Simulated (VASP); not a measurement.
Level of theory: PBE GGA, VASP's PBE PAW potentials (set 64) (plane waves; VASP).

VASP input:

**INCAR**
```
SYSTEM = Be
PREC = Low; ENCUT = 400; LREAL = .False.
LASPH = .True.
EDIFF = 1E-6; NELM = 100; ALGO = Normal
ISMEAR = 1; SIGMA = 0.1
GGA = PE
ISIF = 2
LWAVE = .False.; LCHARG = .False.
```

File KPOINTS:
```
kpoints
0
G
  16 16 9
0 0 0
```

POSCAR:
```
Be
1
    1.1450000000    -1.9831980000     0.0000000000
    1.1450000000     1.9831980000     0.0000000000
    0.0000000000     0.0000000000     3.5800000000
Be
2
Direct
  0.3333330000   0.6666670000   0.2500000000
  0.6666670000   0.3333330000   0.7500000000
```

POTCAR, in this order: Be (PBE.64 set). Program: vasp_std.

**Question.** Predict the energy per atom (σ→0), pressure, band gap (on the k-mesh).

**Answer.** 
```json
{
  "energy per atom (σ→0)": "-3.766 eV/atom",
  "band gap (on the k-mesh)": "none (metal, semimetal or under 0.01 eV)",
  "pressure": "-3.06 GPa"
}
```

### OSZICAR
```
...
DAV:   3    -0.759300401168E+01   -0.18586E-01   -0.18584E-01  2364   0.355E+00
DAV:   4    -0.759301873586E+01   -0.14724E-04   -0.14724E-04  2646   0.997E-02
DAV:   5    -0.759301874964E+01   -0.13779E-07   -0.13897E-07  2334   0.147E-03    0.118E+00
DAV:   6    -0.755030563083E+01    0.42713E-01   -0.54495E-03  2100   0.105E+00    0.725E-01
DAV:   7    -0.753283347091E+01    0.17472E-01   -0.61797E-03  2148   0.111E+00    0.259E-02
DAV:   8    -0.753281233364E+01    0.21137E-04   -0.12807E-05  2568   0.425E-02    0.883E-03
DAV:   9    -0.753281170634E+01    0.62730E-06   -0.25837E-06  2352   0.202E-02
   1 F= -.75328117E+01 E0= -.75327660E+01  d E =-.137216E-03
```

The compound is Be in the hcp structure. The cell was not relaxed at this level. The run is one of a series of settings (PREC = Low against the base run), some of them coarse on purpose.
